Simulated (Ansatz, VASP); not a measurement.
# CsBiSe3: VASP beside Ansatz

Wanted: the spread between two codes on one cell, functional and k mesh. The cell is generated by rule, not measured, and may not be a known phase. The cell is taken from a series of runs on this material, whose earlier steps may have relaxed, scaled, displaced or heated it; both programs get it as it stands.

Method: plane waves, with VASP 6.6.1 beside it; relaxation of cell and atoms at PBE, in Ansatz 0.2.0.

## Step 1: Starting point

Symmetry: Pm-3m, No. 221, cubic system. The conventional cell has a = 5.658 Å, b = 5.658 Å, c = 5.658 Å, α = 90.00°, β = 90.00°, γ = 90.00°. Cs has 12 Se at 4.00 Å nearest. Nearest to Bi lie 6 Se at 2.83 Å. Nearest to Se lie 2 Bi at 2.83 Å and 4 Cs at 4.00 Å. Farther neighbours and most contacts between anions are not listed.

Structure file:

```cif
data_structure
_symmetry_space_group_name_H-M 'P 1'
_symmetry_Int_Tables_number 1
_cell_length_a 5.6578
_cell_length_b 5.6578
_cell_length_c 5.6578
_cell_angle_alpha 90.000
_cell_angle_beta 90.000
_cell_angle_gamma 90.000
_cell_volume 181.11
loop_
_atom_site_label
_atom_site_type_symbol
_atom_site_fract_x
_atom_site_fract_y
_atom_site_fract_z
_atom_site_occupancy
Cs1 Cs 0.00000 0.00000 0.00000 1
Bi2 Bi 0.50000 0.50000 0.50000 1
Se3 Se 0.50000 0.50000 0.00000 1
Se4 Se 0.50000 0.00000 0.50000 1
Se5 Se 0.00000 0.50000 0.50000 1
```

## Step 2: VASP: relaxation of cell and atoms, PBE, pair 1

The relaxed volume is the usual yardstick between codes: in a stiff, nearly cubic crystal its relative difference is about their pressure difference at one cell divided by the bulk modulus.

Lines of VASP's logs that name or quote its potential files are left out, and so is its time.

Contents of INCAR:

```
SYSTEM = CsBiSe3
PREC = Accurate
ENCUT = 500
EDIFF = 1E-07
NELM = 120
ISMEAR = 0
SIGMA = 0.1
LREAL = .FALSE.
ALGO = Normal
GGA = PE
NBANDS = 27
LORBIT = 11
LWAVE = .FALSE.
LCHARG = .FALSE.
ISIF = 3
IBRION = 2
NSW = 80
EDIFFG = -0.005
LASPH = .TRUE.
GGA_COMPAT = .FALSE.
NELMIN = 4
KPAR = 2
```

Contents of POSCAR:

```
CsBiSe3
1.0
    5.6578220000      0.0000000000      0.0000000000
    0.0000000000      5.6578220000      0.0000000000
    0.0000000000      0.0000000000      5.6578220000
Cs Bi Se
1 1 3
Direct
    0.0000000000      0.0000000000      0.0000000000
    0.5000000000      0.5000000000      0.5000000000
    0.5000000000      0.5000000000      0.0000000000
    0.5000000000      0.0000000000      0.5000000000
    0.0000000000      0.5000000000      0.5000000000
```

Contents of KPOINTS:

```
Automatic mesh
0
Gamma
6 6 6
0 0 0
```

The projector-augmented-wave data sets are Cs_sv, Bi_d and Se (PBE family, release 64).

Launch:

```sh
mpirun -np 2 vasp_std
```

Numbers of over 12 decimals in the logs are rounded to 6 here.

The log of the run:

```text
[banner, memory and clock lines left out]
running    2 mpi-ranks, on    1 nodes
 distrk:  each k-point on    1 cores,    2 groups
 distr:  one band on    1 cores,    1 groups

 POSCAR found type information on POSCAR CsBiSe
 POSCAR found :  3 types and       5 ions
 LDA part: xc-table for (Slater+PW92), standard interpolation
 POSCAR, INCAR and KPOINTS ok, starting setup
 FFT: planning ... GRIDC
 FFT: planning ... GRID_SOFT
 FFT: planning ... GRID
 WAVECAR not read
 entering main loop
       N       E                     dE             d eps       ncg     rms          rms(c)
DAV:   1     0.343840179864E+03    0.34384E+03   -0.18268E+04  1080   0.137E+03
DAV:   2     0.176189195846E+02   -0.32622E+03   -0.31938E+03  1307   0.309E+02
DAV:   3    -0.163433407954E+02   -0.33962E+02   -0.33474E+02  1345   0.115E+02
DAV:   4    -0.173906680157E+02   -0.10473E+01   -0.10408E+01  1324   0.237E+01
DAV:   5    -0.174194053228E+02   -0.28737E-01   -0.28730E-01  1622   0.356E+00    0.399E+00
DAV:   6    -0.167138410656E+02    0.70556E+00   -0.15125E+00  1403   0.749E+00    0.229E+00
DAV:   7    -0.166919346522E+02    0.21906E-01   -0.39784E-01  1422   0.260E+00    0.104E+00
DAV:   8    -0.166956133310E+02   -0.36787E-02   -0.58863E-02  1312   0.178E+00    0.308E-01
DAV:   9    -0.166942180549E+02    0.13953E-02   -0.11129E-02  1337   0.665E-01    0.105E-01
DAV:  10    -0.166943548115E+02   -0.13676E-03   -0.14511E-03  1282   0.189E-01    0.573E-02
DAV:  11    -0.166943482134E+02    0.65981E-05   -0.31168E-04  1420   0.100E-01    0.119E-02
DAV:  12    -0.166943607718E+02   -0.12558E-04   -0.44965E-05  1284   0.408E-02    0.547E-03
DAV:  13    -0.166943611640E+02   -0.39218E-06   -0.20015E-06  1478   0.950E-03    0.193E-03
DAV:  14    -0.166943610822E+02    0.81738E-07   -0.28570E-07  1098   0.428E-03
   1 F= -.16694361E+02 E0= -.16682498E+02  d E =-.166944E+02
 curvature:   0.00 expect dE= 0.000E+00 dE for cont linesearch  0.000E+00
 trial: gam= 0.00000 g(F)=  0.000E+00 g(S)=  0.599E-03 ort = 0.000E+00 (trialstep = 0.100E+01)
 search vector abs. value=  0.599E-03
 bond charge predicted
       N       E                     dE             d eps       ncg     rms          rms(c)
DAV:   1    -0.166997375126E+02   -0.53763E-02   -0.13072E-01  1381   0.341E+00    0.355E-01
DAV:   2    -0.166956283039E+02    0.41092E-02   -0.71839E-03  1333   0.868E-01    0.153E-01
DAV:   3    -0.166946659359E+02    0.96237E-03   -0.40270E-03  1485   0.558E-01    0.374E-02
DAV:   4    -0.166946766348E+02   -0.10699E-04   -0.99290E-05  1200   0.743E-02    0.230E-02
DAV:   5    -0.166946840062E+02   -0.73715E-05   -0.20277E-05  1512   0.314E-02    0.472E-03
DAV:   6    -0.166946843794E+02   -0.37312E-06   -0.15445E-06  1326   0.131E-02    0.126E-03
DAV:   7    -0.166946840676E+02    0.31172E-06   -0.28433E-07  1049   0.463E-03    0.394E-04
DAV:   8    -0.166946840322E+02    0.35480E-07   -0.32849E-08   716   0.131E-03
   2 F= -.16694684E+02 E0= -.16682961E+02  d E =-.322950E-03
 trial-energy change:   -0.000323  1 .order   -0.000323   -0.000599   -0.000047
 step:   1.0862(harm=  1.0862)  dis= 0.00000  next Energy=   -16.694686 (dE=-0.325E-03)
 reached required accuracy - stopping structural energy minimisation
```

Parts of OUTCAR (step 2):

```text
ion  position               nearest neighbor table
   1  0.000  0.000  0.000-
   2  0.500  0.500  0.500-   3 2.83   4 2.83   5 2.83   3 2.83   4 2.83   5 2.83
   3  0.500  0.500  0.000-   2 2.83   2 2.83
   4  0.500  0.000  0.500-   2 2.83   2 2.83
   5  0.000  0.500  0.500-   2 2.83   2 2.83

  LATTYP: Found a simple cubic cell.
 ALAT       =     5.6578220000

 Subroutine GETGRP returns: Found 48 space group operations
 (whereof 48 operations were pure point group operations)

The static configuration has the point symmetry O_h .

 Found     20 irreducible k-points:

   k-points           NKPTS =     20   k-points in BZ     NKDIM =     20   number of bands    NBANDS=     27

   dimension x,y,z NGX =    42 NGY =   42 NGZ =   42
   dimension x,y,z NGXF=    84 NGYF=   84 NGZF=   84

   ENCUT  =  500.0 eV  36.75 Ry    6.06 a.u.  10.32 10.32 10.32*2*pi/ulx,y,z

   NELECT =      42.0000    total number of electrons

 k-points in reciprocal lattice and weights: Automatic mesh
   0.00000000  0.00000000  0.00000000       0.005
   0.16666667  0.00000000  0.00000000       0.028
   0.33333333  0.00000000  0.00000000       0.028
   0.50000000  0.00000000  0.00000000       0.014
   0.16666667  0.16666667  0.00000000       0.056
   0.33333333  0.16666667  0.00000000       0.111
   0.50000000  0.16666667  0.00000000       0.056
   0.33333333  0.33333333  0.00000000       0.056
   0.50000000  0.33333333  0.00000000       0.056
[...]
0.50000000  0.50000000  0.33333333       0.028
   0.50000000  0.50000000  0.50000000       0.005

 average (electrostatic) potential at core
       1 -48.5570       2-109.4958       3 -55.7940       4 -55.7940       5 -55.7940

 E-fermi :   1.4721

 k-point     1 :       0.0000    0.0000    0.0000
  band No.  band energies     occupation
    ...
     18       1.0395      2.00000
     19       1.0395      2.00000
     20       1.2322      1.99931
     21       1.2322      1.99931
     22       1.2322      1.99931
     23       5.6315      0.00000
     24       6.2409      0.00000
     25       6.2409      0.00000
     26       6.6586      0.00000
     27       6.6586      0.00000

 k-point     2 :       0.1667    0.0000    0.0000
  band No.  band energies     occupation
    ...
     18       0.9671      2.00000
     19       0.9671      2.00000
     20       1.1166      2.00000
     21       1.1690      1.99998
     22       1.1690      1.99998
     23       6.0138      0.00000
     24       6.4587      0.00000
     25       6.5545      0.00000
     26       6.7725      0.00000
     27       6.9786      0.00000

 k-point     3 :       0.3333    0.0000    0.0000
  band No.  band energies     occupation
    ...
     18       0.8140      2.00000
     19       0.8140      2.00000
     20       1.0408      2.00000
     21       1.0642      2.00000
     22       1.0642      2.00000
     23       5.0193      0.00000
     24       6.9047      0.00000
     25       7.0588      0.00000
     26       7.1108      0.00000
     27       7.2918      0.00000

  Total       -0.0114083     -0.0114083     -0.0114083      0.0000000      0.0000000     -0.0000000
  in kB       -0.1013428     -0.1013428     -0.1013428      0.0000000      0.0000000     -0.0000000
  external PRESSURE =      -0.1013428 kB  Pullay stress =       0.0000000 kB

  energy-cutoff  :      500.00
  volume of cell :      180.36
      direct lattice vectors                 reciprocal lattice vectors
     5.649972033 -0.000000000 -0.000000000     0.176992027  0.000000000 -0.000000000
    -0.000000000  5.649972033 -0.000000000     0.000000000  0.176992027  0.000000000
     0.000000000 -0.000000000  5.649972033     0.000000000  0.000000000  0.176992027

 POSITION                                       TOTAL-FORCE (eV/Angst)
 -----------------------------------------------------------------------------------
      0.00000      0.00000      0.00000        -0.000000      0.000000      0.000000
      2.82499      2.82499      2.82499         0.000000     -0.000000      0.000000
      2.82499      2.82499     -0.00000        -0.000000      0.000000      0.000000
      2.82499     -0.00000      2.82499        -0.000000      0.000000      0.000000
      0.00000      2.82499      2.82499         0.000000      0.000000      0.000000
 -----------------------------------------------------------------------------------
    total drift:                                0.000000     -0.000000     -0.000000

  FREE ENERGIE OF THE ION-ELECTRON SYSTEM (eV)
  ---------------------------------------------------
  free  energy   TOTEN  =       -16.6946840322 eV

  energy  without entropy=      -16.6712389350  energy(sigma->0) =      -16.68296148

 reached required accuracy - stopping structural energy minimisation

 total charge
# of ion       s       p       d       tot
------------------------------------------
    1        1.834   4.706   0.025   6.564
    2        1.550   1.109   9.984  12.643
    3        1.481   2.263   0.013   3.756
    4        1.481   2.263   0.013   3.756
    5        1.481   2.263   0.013   3.756
--------------------------------------------------
tot          7.825  12.603  10.048  30.477

[... 3 further parts left out ...]
```

The k-mesh is coarse for a metal.

## Step 3: Ansatz: relaxation of cell and atoms, PBE, pair 1

Ansatz runs on its PAW soft_1 files.

The same cell, functional, mesh and smearing now go to Ansatz, which takes its cutoff from its data sets.

Contents of input.yaml:

```yaml
crystal:
  lattice:
    - [5.6578222177, 0.0, 0.0]
    - [0.0, 5.6578222177, 0.0]
    - [0.0, 0.0, 5.6578222177]
  atoms:
    - { symbol: Cs, position: [0.0, 0.0, 0.0] }
    - { symbol: Bi, position: [0.5, 0.5, 0.5] }
    - { symbol: Se, position: [0.5, 0.5, 0.0] }
    - { symbol: Se, position: [0.5, 0.0, 0.5] }
    - { symbol: Se, position: [0.0, 0.5, 0.5] }
kpoints:
  mp_grid: { grid: [6, 6, 6] }
hamiltonian:
  xc: pbe
  pseudopotentials: { kind: paw, azcp: { folder: soft_1 } }
scf:
  occupations: { method: gaussian, width: 0.1 }
output:
  forces: true
  stress: true
  eigenvalues: true
  write_density: true
  write_potential: true
  elf: true
  volumetric_format: npy
relax:
  adjacent_minimum: "off"
  f_tol: 0.005
  max_steps: 80
  cell: { stress_tol: 0.05 }
```

Launch:

```sh
ansatz run input.yaml --threads 4 --pin off --max-ram 16384MiB --backend cpu --events-out ev --progress --plain --runs-dir out
```

The log of the run:

```text
Engine: ansatz 0.2.0, aarch64-unknown-linux-gnu
Pseudopotentials: kind: paw
Pseudopotential: Cs, paw, valence charge 9, recommended cutoff 420 eV (normal), soft_1/Cs.paw.azcp
Pseudopotential: Bi, paw, valence charge 15, recommended cutoff 420 eV (normal), soft_1/Bi.paw.azcp
Pseudopotential: Se, paw, valence charge 16, recommended cutoff 420 eV (normal), soft_1/Se.paw.azcp
Functional definition: PBE
  parameter kappa = 0.804
  parameter beta = 0.066725
  exchange = pbe_x(kappa = kappa, mu = beta*pi^2/3)
  correlation = pbe_c(beta = beta)
Crystal: 5 atoms, lattice volume = 181.112 Å³
Basis set: ecut = 420 eV, 3575 PW (Γ), exchange–correlation on 80×80×80 points (8 copies of the dense FFT grid, shifted against one another)
Bands: 44, of which v1, the nominal top of the filled ones, is band 36 counted from 1 (35 counted from 0)
Symmetry: 48 space group operations
Space group: Pm-3m (ITA 221), of the structure as read, at distance tolerance 5.7e-5 Å
k-points: 20 of 216
Non-local potential: Cs, projectors of the file, l = 0: 3, l = 1: 2, l = 2: 2, l = 3: 2
Non-local potential: Bi, projectors of the file, l = 0: 2, l = 1: 2, l = 2: 2, l = 3: 1
Non-local potential: Se, projectors of the file, l = 0: 2, l = 1: 2, l = 2: 3, l = 3: 1
PAW form: soft (Blöchl's): semilocal exchange-correlation on the pseudo side does not see the compensation charge
PAW one-centre angular grid: Cs, 194 points (default); XC on 64 Gauss nodes
PAW one-centre angular grid: Bi, 590 points (default); XC on 64 Gauss nodes
PAW one-centre angular grid: Se, 590 points (default); XC on 64 Gauss nodes
Initial density: superposition of atomic densities (chi_scale 0.1, normalization cell, long waves kept (reshape's long-wave potential 0.00 eV rms))
Initial wavefunctions: pseudopotential atomic-orbital guess
Functional: x = pbe(κ = 0.804, μ = 0.219515), c = pbe(β = 0.066725)
SCF iter   1: F=—  HF=-34480.327563 eV  |F-HF|=—  |Δ(HF+E_count)|=         —  Δρ=2.69e-2  dr2=3.22e0  ethr=3.10e-3  ⟨swp⟩=6.9  Hψ=3598  notcnv=0  defer=13
preconditioner: auto → LDOS  [metal: Δε(μ)=0.110 eV  Ē_g=9.623 eV  σ=0.100 eV  W_gap=0.45  n_scr=32 (ndim 8)  ℏωp=15.1 eV  f_vac=0.041  D(μ)=5.17/eV (n_scr^D=32)  β→1.0]
SCF iter   2: F=—  HF=-34478.909365 eV  |F-HF|=—  |Δ(HF+E_count)|=    1.42e0  Δρ=1.20e-2  dr2=2.41e-1  ethr=3.10e-3  ⟨swp⟩=4.0  Hψ=1630  notcnv=0  defer=42
SCF iter   3: F=—  HF=-34478.857995 eV  |F-HF|=—  |Δ(HF+E_count)|=   5.14e-2  Δρ=1.78e-3  dr2=9.76e-3  ethr=3.34e-4  ⟨swp⟩=3.4  Hψ=1980  notcnv=0  defer=40
SCF iter   4: F=—  HF=-34478.855751 eV  |F-HF|=—  |Δ(HF+E_count)|=   2.24e-3  Δρ=4.76e-4  dr2=4.77e-4  ethr=1.36e-5  ⟨swp⟩=2.0  Hψ=1704  notcnv=0  defer=41
SCF iter   5: F=—  HF=-34478.855683 eV  |F-HF|=—  |Δ(HF+E_count)|=   6.84e-5  Δρ=1.64e-4  dr2=4.24e-5  ethr=6.62e-7  ⟨swp⟩=2.0  Hψ=1559  notcnv=0  defer=41
SCF iter   6: F=—  HF=-34478.855810 eV  |F-HF|=—  |Δ(HF+E_count)|=   1.27e-4  Δρ=4.26e-5  dr2=3.24e-6  ethr=5.89e-8  ⟨swp⟩=2.0  Hψ=1575  notcnv=0  defer=41
SCF iter   7: F=—  HF=-34478.855816 eV  |F-HF|=—  |Δ(HF+E_count)|=   5.99e-6  Δρ=1.09e-5  dr2=2.61e-7  ethr=4.50e-9  ⟨swp⟩=2.0  Hψ=1142  notcnv=0  defer=41
SCF iter   8: F=-34478.855817 eV  HF=-34478.855817 eV  |F-HF|=7.57e-10  |Δ(HF+E_count)|=   1.74e-7  Δρ=1.62e-6  dr2=4.69e-9  ethr=1.39e-10  ⟨swp⟩=17.2  Hψ=6559  notcnv=0
SCF 1 converged in 8 iterations: F = -34478.855817 eV  dr2 = 4.69e-9
  greatest PAW one-centre occupation: 1.000 electrons in one spin orbital (limit 2), on the Se atom at site 4 (counted from 0), in its partial waves of l = 2
relax step   1: F+E_penalty+E_count = -34478.85581656 eV  Δ(F+E_penalty+E_count) = +0.000e0 eV  max|allowed force component| = 6.842e-29 eV/Å  Δτ_max = 0.0000 Å  P = -0.137 GPa  Ω = 181.112 Å³  (8 SCF iters, dr2 threshold 1.00e-7 eV, accepted)
[...]
relax step   2: F+E_penalty+E_count = -34478.85619114 eV  Δ(F+E_penalty+E_count) = -3.746e-4 eV  max|allowed force component| = 9.887e-30 eV/Å  Δτ_max = 0.0000 Å  P = -0.041 GPa  Ω = 180.477 Å³  energy of the carried Pulay correction = +2.199e-5 eV  (4 SCF iters, dr2 threshold 4.66e-8 eV, accepted)
[...]
relax step   3: F+E_penalty+E_count = -34478.85617540 eV  Δ(F+E_penalty+E_count) = +1.574e-5 eV  max|allowed force component| = 1.020e-29 eV/Å  Δτ_max = 0.0000 Å  P = -0.041 GPa  Ω = 180.477 Å³  stress off target by 4.09e-2 GPa  SCF on the basis re-selected at this cell (its energy is not comparable with the rows above)  (4 SCF iters)
basis re-selected at this cell: Δ(F+E_penalty+E_count) = +1.574e-5 eV, ΔP = +0.000 GPa vs the last step (what re-selecting the basis moved, of the pressure what is left beyond the Pulay correction that the steps carried, after the strain that the cell walked since its last selection, with what the two solves' SCF thresholds leave and, on support functions, any second-order correction that the steps lacked; it is no m [...]
SCF converged after 4 iterations
Free energy (F): -34478.856175 eV
Harris-Foulkes:  -34478.856175 eV  (|F-HF|=7.28e-12)
Internal energy: -34478.832643 eV  (E = F + TS)
E sigma→0 (E₀):  -34478.844409 eV
Entropy (-TS):   -0.023533 eV (-4.707 meV/atom)
Fermi energy:    5.011231 eV
--- Per-component energies (eV) ---
  E_band       = -1459.100647
  E_kinetic    = 725.293973
  E_local      = -11369.609816  (includes V_loc(G=0)·N_el)
  E_nonlocal   = -630.176394
  E_hartree    = 5609.622018
  E_xc         = -584.368331
  E_vxc        = -536.885450  (∫ρ·V_xc dr)
  E_paw        = -22114.258978  (= ΣΔE_a)
  E_vpaw       = -866.966213  (= ΣTr[D̂ρ^β])
  E_aug_tail   = -0.000911  (compensation charges beyond the density's cutoff)
  E_ewald      = -6115.334202
  E_smearing   = -0.023533  (= −TS)
  E_closure    = -0.000000  (closes the sum)
  Σ components = -34478.856175   (vs F -34478.856175, Δ=0.00e0)
--- Forces (eV/Å), atoms counted from 1 ---
  atom   1  Cs     0.00000000    -0.00000000     0.00000000
  atom   2  Bi     0.00000000    -0.00000000    -0.00000000
  atom   3  Se     0.00000000     0.00000000     0.00000000
  atom   4  Se     0.00000000     0.00000000    -0.00000000
  atom   5  Se     0.00000000    -0.00000000     0.00000000
  max |Σ_I F_I| component: 1.21e-29 eV/Å
--- Stress (GPa, compression-positive) ---
       -0.040949       0.000000      -0.000000
        0.000000      -0.040949       0.000000
       -0.000000       0.000000      -0.040949
  P = ⅓ Tr σ = -0.0409 GPa (-0.409 kbar)
--- Band table (eV; the first three rows and the last of 20) ---
  k-point 0: bands = [... 32 lower, 4.5785, 4.5785, 4.7727, 4.7727, 4.7727, 9.1733, 9.7865, 9.7865, ... 4 higher]
  k-point 1: bands = [... 32 lower, 4.5069, 4.5069, 4.6575, 4.7098, 4.7098, 9.5552, 10.0024, 10.0979, ... 4 higher]
  k-point 2: bands = [... 32 lower, 4.3547, 4.3547, 4.5811, 4.6059, 4.6059, 8.5592, 10.4452, 10.5970, ... 4 higher]
  k-point 19: bands = [... 32 lower, 4.2969, 5.4199, 5.4199, 5.4199, 6.0236, 6.0236, 6.0236, 6.2342, ... 4 higher]
--- Relaxed structure (2 steps of the walk, 2 accepted, 1 SCFs on fresh bases) ---
  F+E_penalty+E_count = -34478.85617540 eV   max|allowed force component| = 1.020e-29 eV/Å   (the final SCF, on the basis selected at the relaxed cell)
  cell:  # Å, volume = 180.4769 Å³
    - [5.651198, 0, 0]
    - [0, 5.651198, 0.0]
    - [0, 0.0, 5.651198]
  atoms:
    - { symbol: Cs, position: [0, 0, 0] }
    - { symbol: Bi, position: [0.5, 0.5, 0.5] }
    - { symbol: Se, position: [0.5, 0.5, 0] }
    - { symbol: Se, position: [0.5, 0, 0.5] }
    - { symbol: Se, position: [0, 0.5, 0.5] }
```

The column dr2 measures how far the density is from self-consistency, as an energy; F and HF (Harris–Foulkes) agree once it is small.

## Step 4: Comparison

Known differences besides the potentials themselves: the data sets hold 72 valence electrons in Ansatz (on its PAW soft_1 files) and 42 in VASP; the cutoff is 420 eV in Ansatz and 500 eV in VASP; Ansatz adds a Pulay correction to the stress that steers its cell, VASP none. Total energies have different zeros and are not compared.

Both answers:

| quantity | Ansatz | VASP | difference |
| --- | --- | --- | --- |
| volume (Å³) | 180.48 | 180.36 | +0.07 % |
| edge a after relaxation, in the typed setting (Å) | 5.651 | 5.650 | +0.02 % |

(Continued in part 2 of 2.)

[Lines on the potential files, build, host, timing and source positions are cut from VASP's logs without a mark.]

[Logs are printed without paths, hosts, clocks, repeated set-up lines and the standing remarks that a program may print on its own settings, such as how far it seeks lower states.]

[Hosts, paths, dates, database ids (printed as entryN), source tags and the programs' standing remarks are cut or masked in the printed files.]
